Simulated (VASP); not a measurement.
Consider the following.

```
CELL_PARAMETERS angstrom
     11.27672     0.00000     0.00000
      0.00000     3.90504     0.00000
      0.00000     0.00000     4.46241
ATOMIC_POSITIONS crystal
  Ge 0.12951 0.25000 0.11678
  Ge 0.37049 0.75000 0.61678
  Ge 0.87049 0.75000 0.88322
  Ge 0.62951 0.25000 0.38322
  Se 0.85367 0.25000 0.49690
  Se 0.64633 0.75000 0.99690
  Se 0.14633 0.75000 0.50310
  Se 0.35367 0.25000 0.00310
```

Computed with PBE GGA, VASP's PBE PAW potentials (set 64) (plane waves; VASP). Run with 400 eV cut-off, Gaussian smearing of 0.050 eV, potentials Ge_d Se.

Without a dispersion term in the relaxation, distances and binding between the weakly bound layers, chains or molecules are unreliable, and so is what depends on them.

Give the energies of bands 34 to 47 at the high-symmetry points, in eV from the valence-band maximum.

| band | Γ | X | S | Y | Z | U | R | T |
|---|---|---|---|---|---|---|---|---|
| 34 | -2.85 | -3.05 | -2.20 | -2.40 | -1.86 | -2.13 | -3.76 | -3.71 |
| 35 | -1.94 | -1.87 | -2.20 | -1.87 | -1.51 | -1.87 | -3.76 | -3.31 |
| 36 | -1.77 | -1.87 | -2.20 | -1.87 | -1.51 | -1.87 | -3.76 | -3.31 |
| 37 | -1.42 | -1.65 | -1.37 | -1.29 | -0.86 | -0.56 | -1.46 | -1.99 |
| 38 | -1.13 | -1.65 | -1.37 | -1.29 | -0.86 | -0.56 | -1.46 | -1.99 |
| 39 | -0.73 | -0.40 | -1.37 | -1.14 | -0.39 | -0.51 | -1.46 | -1.42 |
| 40 | -0.18 | -0.40 | -1.37 | -1.14 | -0.39 | -0.51 | -1.46 | -1.42 |
| 41 | 0.81 | 2.29 | 1.52 | 1.15 | 1.30 | 1.35 | 2.69 | 2.86 |
| 42 | 2.63 | 2.29 | 1.52 | 1.15 | 1.30 | 1.35 | 2.69 | 2.86 |
| 43 | 2.68 | 2.45 | 1.52 | 1.33 | 1.91 | 1.85 | 2.69 | 3.29 |
| 44 | 2.71 | 2.45 | 1.52 | 1.33 | 1.91 | 1.85 | 2.69 | 3.29 |
| 45 | 3.06 | 3.30 | 2.13 | 1.95 | 2.35 | 2.41 | 4.83 | 4.86 |
| 46 | 3.25 | 3.30 | 2.13 | 1.95 | 2.35 | 2.41 | 4.83 | 4.87 |
| 47 | 3.62 | 3.80 | 2.13 | 2.38 | 2.39 | 3.12 | 4.83 | 4.98 |

The gap is indirect, 0.80 eV, from the valence maximum at Γ-Z at 0.67 to the conduction minimum at Γ-Z at 0.17.

The structure was generated: GeSe was put into the GeS type (Pnma), which need not be its known phase. It was relaxed first.
